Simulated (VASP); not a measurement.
Computed with PBE GGA, VASP's PBE PAW potentials (set 64) (plane waves; VASP 6.6.1).

A VASP calculation is set up with these files.

### KPOINTS
```
Automatic mesh
0
Gamma
6 6 1
0 0 0
```

INCAR:
```
SYSTEM = Zn16C
PREC = Normal
ENCUT = 400
EDIFF = 1E-5
NELM = 100
ALGO = Normal
LREAL = .FALSE.
LASPH = .TRUE.
ISMEAR = 1
SIGMA = 0.1
GGA = PE
LMAXMIX = 4
LWAVE = .TRUE.
LCHARG = .FALSE.
NELMIN = 4
LDIPOL = .TRUE.
IDIPOL = 3
DIPOL = 0.5 0.5 0.5
IBRION = 2
ISIF = 2
NSW = 120
EDIFFG = -0.03
```

POSCAR:
```
Zn16C
1
    5.3549079946     0.0000000000     0.0000000000
    2.6774534940     4.6374863440     0.0000000000
    0.0000000000     0.0000000000    21.0581613024
Zn C
16 1
Direct
  0.8302568089   0.3356390377   0.3255270284
  0.3341031534   0.3356390377   0.3255270284
  0.8337223260   0.8325543481   0.3255790785
  0.3349094290   0.8301801419   0.3245857309
  0.9967024640   0.0002364885   0.4424884347
  0.5030610475   0.0002364885   0.4424884347
  0.9984149328   0.5031701345   0.4428762700
  0.5018951225   0.4962097551   0.4430776754
  0.8311871401   0.3363954361   0.5571505619
  0.3324164239   0.3363954361   0.5571505619
  0.8341673124   0.8316643752   0.5596255666
  0.3341262970   0.8317464061   0.5566023677
  0.9663323558   0.9988981967   0.6778156910
  0.5347694474   0.9988981967   0.6778156910
  0.0044011819   0.4911976361   0.6758493496
  0.4945606987   0.5108786027   0.6762270549
  0.2516378588   0.9967242824   0.7322034743
```

POTCAR, in this order: Zn C (PBE.64 set). Program: vasp_std.

What will the output report for the number of irreducible k-points (NKPTS), largest plane-wave count, number of space-group operations, FFT grid (NGX, NGY, NGZ)?

- number of irreducible k-points (NKPTS) = 13
- largest plane-wave count = 9519
- number of space-group operations = 2
- FFT grid (NGX, NGY, NGZ) = 28 × 28 × 108

The cell is a thin slab with vacuum, built from Zn (hcp): (001) face, C adsorbed.
